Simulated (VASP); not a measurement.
# Mg2CdN2 (C2/m) in VASP: notebook

One crystal, Mg2CdN2, is run at these levels: PBEsol; tasks: single point.

Program: VASP 6.6.1. These are calculated values, not measurements. Logs are shortened: lines on timing, memory, paths and dates and some standing lists are left out, and cuts for length are marked.

**1. The cell of the first run**

The structure is monoclinic, space group C2/m (No. 12). Conventional cell: a = 6.154 Å, b = 3.713 Å, c = 5.984 Å, α = 90.00°, β = 90.00°, γ = 90.00°. Mg (site symmetry m) has 4 N at 2.10 to 2.28 Å as nearest neighbours. Around Cd (site symmetry 2/m) lie 6 N at 2.62 to 2.67 Å and 6 Mg at 2.92 to 2.97 Å. Around N (site symmetry m) lie 4 Mg at 2.10 to 2.28 Å.

The cell comes from a database or a generator and needn't be the stable form of this composition.

**2. Single point, PBEsol (strain +0.0450 x Voigt [1, 0, 0, 0, 0, 0], atoms carried along)**

INCAR reads:

```
ALGO = Fast
EDIFF = 1E-6
ENCUT = 520
GGA = PS
ISIF = 2
ISMEAR = 0
LASPH = True
LCHARG = False
LREAL = False
LWAVE = False
NBANDS = 21
NELM = 100
PREC = Accurate
SIGMA = 0.03
```

KPOINTS reads:

```
k-points
0
Gamma
  12 12 6
```

POSCAR reads:

```
Mg2CdN2
1.0
    3.7127623077      0.0000000000      0.0000000000
   -1.8563811538      3.0768865806      0.0000000000
    0.0000000000      0.0000000000      5.9838310064
Mg Cd N
2 1 2
Direct
    0.6666666667      0.3333333333      0.1534420000
    0.3333333333      0.6666666667      0.8465580000
    0.0000000000      0.0000000000      0.5000000000
    0.6666666667      0.3333333333      0.7722310000
    0.3333333333      0.6666666667      0.2277690000
```

Potentials or basis: VASP PAW PBE potentials, release 64 (Mg, Cd, N).

Launch:

```sh
> cat potpaw_PBE.64/Mg/POTCAR potpaw_PBE.64/Cd/POTCAR potpaw_PBE.64/N/POTCAR > POTCAR
> mpirun -np 1 vasp_std > vasp.out
```

OUTCAR:

```text
EDIFF = 1E-6
   ENCUT = 520
   GGA = PS
   ISIF = 2
   ISMEAR = 0
   LASPH = True
   LREAL = False
   NELM = 100
   PREC = Accurate

 ion  position               nearest neighbor table
   1  0.667  0.333  0.153-   5 2.10   5 2.17   5 2.17   4 2.28   2 2.75   2 2.81   2 2.81   3 2.92
                             3 2.97   3 2.97
   2  0.333  0.667  0.847-   4 2.10   4 2.17   4 2.17   5 2.28   1 2.75   1 2.81   1 2.81   3 2.92
                             3 2.97   3 2.97
   3  0.000  0.000  0.500-   5 2.62   4 2.62   5 2.67   4 2.67   4 2.67   5 2.67   2 2.92   1 2.92
                             2 2.97   1 2.97   2 2.97   1 2.97
   4  0.667  0.333  0.772-   2 2.10   2 2.17   2 2.17   1 2.28   3 2.62   3 2.67   3 2.67
   5  0.333  0.667  0.228-   1 2.10   1 2.17   1 2.17   2 2.28   3 2.62   3 2.67   3 2.67

  Warning from LATTYP: Monoclinic adjustment (A1->A3, A2->A1, A3->A2)!
  LATTYP: Found a base centered orthorhombic cell.
 ALAT       =     3.7127623077
 B/A-ratio  =     1.6574648876
 C/A-ratio  =     1.6116924571

  Lattice vectors:

 A1 = (   1.8563811538,  -3.0768865806,   0.0000000000)
 A2 = (   1.8563811539,   3.0768865806,   0.0000000000)
 A3 = (   0.0000000000,   0.0000000000,   5.9838310064)

Analysis of symmetry for initial positions (statically):
=====================================================================
 Subroutine PRICEL returns:
 Original cell was already a primitive cell.

 Routine SETGRP: Setting up the symmetry group for a
 base centered orthorhombic supercell.

 Subroutine GETGRP returns: Found  4 space group operations
 (whereof  4 operations were pure point group operations)
 out of a pool of  8 trial point group operations.

The static configuration has the point symmetry C_2h.

Analysis of symmetry for dynamics (positions and initial velocities):
=====================================================================
 Subroutine PRICEL returns:
 Original cell was already a primitive cell.

 Routine SETGRP: Setting up the symmetry group for a
 base centered orthorhombic supercell.

 Subroutine GETGRP returns: Found  4 space group operations
 (whereof  4 operations were pure point group operations)
 out of a pool of  8 trial point group operations.

The dynamic configuration has the point symmetry C_2h.

 Subroutine INISYM returns: Found  4 space group operations
 (whereof  4 operations are pure point group operations),
 and found     1 'primitive' translations

----------------------------------------------------------------------------------------

                                     Primitive cell

  volume of cell :      68.3578

  direct lattice vectors                    reciprocal lattice vectors
     3.712762308  0.000000000  0.000000000     0.269341239  0.162501927  0.000000000
    -1.856381154  3.076886581  0.000000000     0.000000000  0.325003855  0.000000000
     0.000000000  0.000000000  5.983831006     0.000000000  0.000000000  0.167117019

  length of vectors
     3.712762308  3.593519447  5.983831006     0.314565700  0.325003855  0.167117019

  position of ions in fractional coordinates (direct lattice)
     0.666666667  0.333333333  0.153442000
     0.333333333  0.666666667  0.846558000
     0.000000000  0.000000000  0.500000000
     0.666666667  0.333333333  0.772231000
     0.333333333  0.666666667  0.227769000

  ion indices of the primitive-cell ions
   primitive index   ion index
                 1           1
                 2           2
                 3           3
                 4           4
                 5           5

----------------------------------------------------------------------------------------

 KPOINTS: k-points

Automatic generation of k-mesh.
 Grid dimensions read from file:
 generate k-points for:   12   12    6

 Generating k-lattice:

  Cartesian coordinates                     Fractional coordinates (reciprocal lattice)
     0.022445103  0.013541827  0.000000000     0.083333333 -0.000000000  0.000000000
     0.000000000  0.027083655  0.000000000     0.000000000  0.083333333  0.000000000
     0.000000000  0.000000000  0.027852837     0.000000000  0.000000000  0.166666667

  Length of vectors
     0.026213808  0.027083655  0.027852837

  Shift w.r.t. Gamma in fractional coordinates (k-lattice)
     0.000000000  0.000000000  0.000000000

 Subroutine IBZKPT returns following result:
 ===========================================

 Found    242 irreducible k-points:

 Following reciprocal coordinates:
            Coordinates               Weight
  0.000000  0.000000  0.000000      1.000000
  0.083333  0.000000  0.000000      4.000000
  0.166667  0.000000  0.000000      4.000000
  0.250000  0.000000  0.000000      4.000000
  0.333333  0.000000  0.000000      4.000000
  0.416667  0.000000  0.000000      4.000000
[... 16 lines left out ...]
  0.333333  0.166667  0.000000      4.000000
  0.416667  0.166667  0.000000      4.000000
 [... further k-points ...]
   k-points           NKPTS =    242   k-points in BZ     NKDIM =    242   number of bands    NBANDS=     21
   number of dos      NEDOS =    301   number of ions     NIONS =      5
   total plane-waves  NPLWV =  37632
   dimension x,y,z NGX =    28 NGY =   28 NGZ =   48
   dimension x,y,z NGXF=    56 NGYF=   56 NGZF=   96
   ions per type =               2   1   2
   NGX,Y,Z   is equivalent  to a cutoff of  12.54, 12.95, 13.34 a.u.
   NGXF,Y,Z  is equivalent  to a cutoff of  25.08, 25.91, 26.67 a.u.
 SYSTEM =  unknown system
   PREC   = accura    normal or accurate (medium, high low for compatibility)
   ISTART =      0    job   : 0-new  1-cont  2-samecut
   ICHARG =      2    charge: 1-file 2-atom 10-const
   ISPIN  =      1    spin polarized calculation?
   LNONCOLLINEAR =      F non collinear calculations
   LSORBIT =      F    spin-orbit coupling
   LASPH  =      T    aspherical Exc in radial PAW
   ENCUT  =  520.0 eV  38.22 Ry    6.18 a.u.   6.90  6.68 11.13*2*pi/ulx,y,z
   NELM   =    100;   NELMIN=  2; NELMDL= -5     # of ELM steps
   EDIFF  = 0.1E-05   stopping-criterion for ELM
   LREAL  =      F    real-space projection
   EDIFFG = 0.1E-04   stopping-criterion for IOM
   NSW    =      0    number of steps for IOM
   IBRION =     -1    ionic relax: 0-MD 1-quasi-New 2-CG
   NFREE  =      0    steps in history (QN), initial steepest desc. (CG)
   ISIF   =      2    stress and relaxation
   ISYM   =      2    0-nonsym 1-usesym 2-fastsym
   POTIM  = 0.5000    time-step for ionic-motion
   TEBEG  =    0.0;   TEEND  =   0.0 temperature during run
   PSTRESS=    0.0 pullay stress
   NELECT =      26.0000    total number of electrons
   NUPDOWN=      -1.0000    fix difference up-down
   EMIN   =  10.00;   EMAX   =-10.00  energy-range for DOS
   EFERMI =   0.00;   METHOD = LEGACY
   ISMEAR =     0;   SIGMA  =   0.03  broadening in eV -4-tet -1-fermi 0-gaus
   EFERMI_NEDOS =   21; number of points for ismear=-14 and -15
   IALGO  =     68    algorithm
   IMIX   =      4    mixing-type and parameters
     AMIX     =   0.40;   BMIX     =  1.00
     AMIX_MAG =   1.60;   BMIX_MAG =  1.00
  volume/ion in A,a.u.               =      13.67        92.26
  Fermi-wavevector in a.u.,A,eV,Ry     =   1.186142  2.241483 19.142479  1.406932
  Thomas-Fermi vector in A             =   2.322321
   LORBIT       =      0    0 simple, 1 ext, 2 COOP (PROOUT), +10 PAW based schemes
   GGA     = PS    functional components
   LHFCALC =     F    Hartree Fock is set to
   AEXX    =    0.0000 exact exchange contribution
   IVDW    =     0    specifies the selected vdW correction
   LEPSILON=     F    determine dielectric tensor
   LRPA    =     F    only Hartree local field effects (RPA)
 non-spin polarized calculation
 RMM-DIIS sequential band-by-band and
 Gauss-broadening in eV      SIGMA  =   0.03
  energy-cutoff  :      520.00
  volume of cell :       68.36
 maximum number of plane-waves:      1860
   NGX = 13   NGY = 13   NGZ = 23

 number of electron      26.0000001 magnetization

 Free energy of the ion-electron system (eV)
  ---------------------------------------------------
  ext. energy  EPLUGINS =         0.00000000
  ---------------------------------------------------
  free energy    TOTEN  =       -23.18055039 eV

  energy without entropy =      -23.18053129  energy(sigma->0) =      -23.18054084

 E-fermi :   2.4870     XC(G=0): -10.6141

 val. band max:        2.4402969482   @ k =   0.0833   0.1667   0.0000
 cond. band min:       2.5161926747   @ k =   0.0000   0.0000   0.0000
 fundamental gap:      0.0758957265
 Fermi energy:         2.4870201664

 k-point     1 :       0.0000    0.0000    0.0000
  band No.  band energies     occupation
      1     -10.6018      2.00000
      2      -9.5919      2.00000
      3      -5.2507      2.00000
      4      -5.1669      2.00000
      5      -5.0938      2.00000
      6      -4.9842      2.00000
[... 13 lines left out ...]
     20      13.4034      0.00000
     21      14.0558      0.00000

 k-point     2 :       0.0833    0.0000    0.0000
  band No.  band energies     occupation
      1     -10.5533      2.00000
      2      -9.5805      2.00000
      3      -5.2338      2.00000
      4      -5.1606      2.00000
      5      -5.0822      2.00000
      6      -4.9895      2.00000
[... 13 lines left out ...]
     20      13.0778      0.00000
     21      13.5404      0.00000

 k-point     3 :       0.1667    0.0000    0.0000
  band No.  band energies     occupation
      1     -10.4152      2.00000
      2      -9.5505      2.00000
      3      -5.2160      2.00000
      4      -5.1373      2.00000
      5      -5.0439      2.00000
      6      -5.0006      2.00000
[... 13 lines left out ...]
     20      12.1757      0.00000
     21      12.8746      0.00000
[... 457 lines left out ...]
 k-point    23 :       0.3333    0.1667    0.0000
  band No.  band energies     occupation
      1      -9.6791      2.00000
      2      -9.4802      2.00000
      3      -5.2641      2.00000
      4      -5.1167      2.00000
      5      -5.0798      2.00000
      6      -4.8286      2.00000
[... 13 lines left out ...]
     20      11.3436      0.00000
     21      12.7259      0.00000

 k-point    24 :       0.4167    0.1667    0.0000
  band No.  band energies     occupation
      1      -9.6006      2.00000
      2      -9.5036      2.00000
      3      -5.2715      2.00000
      4      -5.1222      2.00000
      5      -5.0792      2.00000
      6      -4.8180      2.00000
[... 13 lines left out ...]
     20      11.3336      0.00000
     21      12.7692      0.00000

 [... further k-points ...]

------------------------ aborting loop because EDIFF is reached ----------------------------------------

  FORCE on cell =-STRESS in cart. coord.  units (eV):
  Direction    XX          YY          ZZ          XY          YZ          ZX
  --------------------------------------------------------------------------------------
  -------------------------------------------------------------------------------------
  Total       -5.0567471     -2.5785861     -2.7088378     -0.0000000      0.6319693      0.0000000
  in kB     -118.5206054    -60.4371892    -63.4900453     -0.0000000     14.8121666      0.0000000
  external PRESSURE =     -80.8159466 kB  Pullay stress =       0.0000000 kB

 VOLUME and BASIS-vectors are now :
 -----------------------------------------------------------------------------
  energy-cutoff  :      520.00
  volume of cell :       68.36
      direct lattice vectors                 reciprocal lattice vectors
     3.712762308  0.000000000  0.000000000     0.269341239  0.162501927  0.000000000
    -1.856381154  3.076886581  0.000000000     0.000000000  0.325003855  0.000000000
     0.000000000  0.000000000  5.983831006     0.000000000  0.000000000  0.167117019

 POSITION                                       TOTAL-FORCE (eV/Angst)
 -----------------------------------------------------------------------------------
      1.85638      1.02563      0.91817         0.000000      0.206585      0.116215
     -0.00000      2.05126      5.06566        -0.000000     -0.206585     -0.116215
      0.00000      0.00000      2.99192        -0.000000      0.000000      0.000000
      1.85638      1.02563      4.62090         0.000000      0.279587     -0.006778
     -0.00000      2.05126      1.36293        -0.000000     -0.279587      0.006778
 -----------------------------------------------------------------------------------
    total drift:                                0.000000     -0.000000      0.000000

  FREE ENERGIE OF THE ION-ELECTRON SYSTEM (eV)
  ---------------------------------------------------
  free  energy   TOTEN  =       -23.1805503877 eV

  energy  without entropy=      -23.1805312902  energy(sigma->0) =      -23.18054084
```

Run time: 5.5 min. Hardware: 1 thread of Intel Xeon Platinum 8488C (Sapphire Rapids), shared host; peak memory 0.46 GiB.

What came out:

```
Free energy            : -23.1806 eV
Pressure               : -8.1 GPa
Largest force          : 0.280 eV/Å
Band gap on the k mesh : 0.08 eV, indirect (least direct gap 0.40 eV)
```

Forces in eV/Å, atoms in the order of the input:
```
Mg   0.000  0.207  0.116
Mg   0.000 -0.207 -0.116
Cd   0.000  0.000  0.000
N    0.000  0.280 -0.007
N    0.000 -0.280  0.007
```

Levels at points of the mesh, in eV from the valence-band top:
| k point | band 9 | band 10 | band 11 | band 12 | band 13 | band 14 | band 15 | band 16 | band 17 | band 18 |
| --- | --- | --- | --- | --- | --- | --- | --- | --- | --- | --- |
| (0.00, 0.00, 0.00) | -0.51 | -0.48 | -0.39 | -0.39 | -0.32 | 0.08 | 3.75 | 6.60 | 8.17 | 8.78 |
| (0.50, 0.00, 0.00) | -3.15 | -2.38 | -1.44 | -1.04 | -0.20 | 3.25 | 3.85 | 4.82 | 6.77 | 7.88 |
| (0.00, 0.50, 0.00) | -3.05 | -2.25 | -1.72 | -0.94 | -0.36 | 3.23 | 3.59 | 4.61 | 6.81 | 7.43 |
| (0.00, 0.00, 0.50) | -2.61 | -0.74 | -0.60 | -0.22 | -0.10 | 2.57 | 2.71 | 7.35 | 8.38 | 8.52 |
| (0.50, 0.00, 0.50) | -3.99 | -1.27 | -0.92 | -0.81 | -0.63 | 2.55 | 2.95 | 6.27 | 7.28 | 7.59 |
| (0.00, 0.50, 0.50) | -3.78 | -1.21 | -1.18 | -1.04 | -0.59 | 2.57 | 2.86 | 6.24 | 7.09 | 7.45 |

Caveat: the PAW data sets were made with another functional, which shifts forces and pressure a little. A k mesh can miss the band edges.

[end of part 1 of 2]
